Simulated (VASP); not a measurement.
Calculation: LDA (Ceperley-Alder, Perdew-Zunger), VASP's LDA PAW potentials (set 64) (plane waves; VASP 6.6.1).

Input for VASP

**POSCAR**
```
NaF
1.0
  0.0000000000   2.2499366527   2.2499366527
  2.2499366527   0.0000000000   2.2499366527
  2.2499366527   2.2499366527   0.0000000000
Na F
1 1
Direct
  1.0000000000   0.0000000000   1.0000000000
  0.5000000000   0.5000000000   0.5000000000
```

INCAR:
```
ALGO = Normal
EDIFF = 1E-6
EDIFFG = -0.02
ENCUT = 620
IBRION = 2
ISIF = 3
ISMEAR = 0
LASPH = .TRUE.
LCHARG = .FALSE.
LREAL = .FALSE.
LWAVE = .FALSE.
NELM = 100
NSW = 40
PREC = Accurate
SIGMA = 0.05
SYSTEM = NaF
```

**KPOINTS**
```
kpoints
0
Gamma
10 10 10
```

POTCAR, in this order: Na_pv F (LDA.64 set). Program: vasp_std.

Output

**OSZICAR**
```
       N       E                     dE             d eps       ncg     rms          rms(c)
DAV:   1     0.119717796667E+03    0.11972E+03   -0.91202E+03  1034   0.173E+03
DAV:   2    -0.356149521396E+01   -0.12328E+03   -0.11419E+03  1082   0.391E+02
DAV:   3    -0.101129779937E+02   -0.65515E+01   -0.65344E+01  1187   0.921E+01
DAV:   4    -0.101735193491E+02   -0.60541E-01   -0.60534E-01  1136   0.938E+00
DAV:   5    -0.101740863768E+02   -0.56703E-03   -0.56702E-03  1190   0.942E-01    0.508E+00
DAV:   6    -0.937857606767E+01    0.79551E+00   -0.33704E+00  1238   0.199E+01    0.176E+00
DAV:   7    -0.935021220981E+01    0.28364E-01   -0.36278E-02  1049   0.253E+00    0.962E-01
DAV:   8    -0.933491780772E+01    0.15294E-01   -0.19623E-02  1144   0.371E+00    0.112E-01
DAV:   9    -0.933506721795E+01   -0.14941E-03   -0.19369E-03  1175   0.483E-01    0.812E-02
DAV:  10    -0.933498801737E+01    0.79201E-04   -0.37525E-04  1091   0.253E-01    0.696E-03
DAV:  11    -0.933498844279E+01   -0.42542E-06   -0.15958E-05  1181   0.797E-02    0.303E-03
DAV:  12    -0.933498833423E+01    0.10856E-06   -0.36288E-07   616   0.123E-02
   1 F= -.93349883E+01 E0= -.93349883E+01  d E =-.933499E+01
```

### OUTCAR
```
------------------------ aborting loop because EDIFF is reached ----------------------------------------
  FORCE on cell =-STRESS in cart. coord.  units (eV):
  Direction    XX          YY          ZZ          XY          YZ          ZX
  --------------------------------------------------------------------------------------
  Total       -0.0148944     -0.0148944     -0.0148944      0.0000000      0.0000000      0.0000000
  in kB       -1.0475913     -1.0475913     -1.0475913      0.0000000      0.0000000      0.0000000
  external PRESSURE =      -1.0475913 kB  Pullay stress =       0.0000000 kB
  volume of cell :       22.78
      direct lattice vectors                 reciprocal lattice vectors
     0.000000000  2.249936653  2.249936653    -0.222228479  0.222228479  0.222228479
     2.249936653  0.000000000  2.249936653     0.222228479 -0.222228479  0.222228479
     2.249936653  2.249936653  0.000000000     0.222228479  0.222228479 -0.222228479
  FREE ENERGIE OF THE ION-ELECTRON SYSTEM (eV)
  ---------------------------------------------------
  free  energy   TOTEN  =        -9.3349883342 eV

  energy  without entropy=       -9.3349883342  energy(sigma->0) =       -9.33498833

 reached required accuracy - stopping structural energy minimisation
```
(Selected blocks of OUTCAR.)

The compound is NaF in the rock salt structure. It was relaxed first, which changed the volume by -8 %.
